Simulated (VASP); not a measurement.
ZnW2Se4 in VASP: convergence with empty bands

Input of the first run (empty bands 4); the others differ in this setting and in those tied to it:

Contents of INCAR:

```
  PREC = Accurate
  ENCUT = 520
  EDIFF = 1E-7
  ISMEAR = 0
  SIGMA = 0.02
  LREAL = False
  LASPH = True
  NELM = 80
  ALGO = Fast
  ISIF = 2
  LWAVE = False
  LCHARG = False
  GGA = PS
  NBANDS = 36
```

Contents of KPOINTS:

```
Automatic mesh
0
Gamma
  7 7 2
```

The input POSCAR:

```
ZnW2Se4
1.0
    3.3112294703      0.0000000000      0.0000000000
   -1.6556147351      2.8676088390      0.0000000000
    0.0000000000      0.0000000000     17.9580050763
W Se Zn
2 4 1
Direct
    0.3345690000      0.6660840000      0.2406970000
   -0.0015560000     -0.0035170000      0.7746440000
   -0.0069620000     -0.0028980000      0.3342290000
    0.3361870000      0.6740430000      0.6797950000
    0.3295210000      0.6686780000      0.8678040000
   -0.0000010000      0.0022170000      0.1461360000
   -0.0004370000      0.0015980000      0.5135460000
```

Potentials or basis: VASP PAW PBE potentials, release 64 (W_sv, Se, Zn).

Launch:

```console
$ cat potpaw_PBE.64/W_sv/POTCAR potpaw_PBE.64/Se/POTCAR potpaw_PBE.64/Zn/POTCAR > POTCAR
$ mpirun -np 1 vasp_std > vasp.out
```

The cell isn't the ideal one: atoms moved at random, drawn with an rms of 0.02 Å.

The cell comes from a database or a generator and needn't be the stable form of this composition.

Hardware: 1 thread of Intel(R) Xeon(R) Platinum 8375C CPU @ 2.90GHz (Ice Lake) (shared host).

| empty bands | energy less the tightest run, at zero smearing (meV/atom) | SCF cycles | CPU time (s) | peak memory (GiB) |
| --- | --- | --- | --- | --- |
| 4 | 0.00 | 20 | 700 | 0.51 |
| 6 | 0.00 | 18 | 630 | 0.52 |
| 10 | 0.00 | 18 | 610 | 0.54 |
| 16 | 0.00 | 18 | 740 | 0.55 |

Against the tightest run, the energy stays within 1 meV/atom from 4 on. The tightest run that finished is the yardstick and may itself not be fully converged.
